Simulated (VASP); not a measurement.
Calculation: HSE06 screened hybrid, VASP's PBE PAW potentials (set 64) (plane waves; VASP). For the first row: Settings: 520 eV cut-off, 6×6×6 Γ-centred mesh, Gaussian smearing of 0.050 eV, potentials Zn Se.

```tsv
system	energy (eV/atom)
ZnSe (zinc blende)	-3.7240
Zn atom	-0.0948
Se atom	-2.0594
```

Atoms are spin-polarised in a large box without symmetry, with the spin fixed by Hund's rule, and may not be in the lowest state of each functional; no zero-point energy is added.

Problem. What is the cohesive energy per atom of ZnSe?

Solution. The references average (1×(-0.0948) + 1×(-2.0594))/2 = -1.0771 eV, so the cohesive energy is -1.0771 − (-3.7240) = 2.647 eV/atom.

The cell's shape comes from a PBE relaxation.
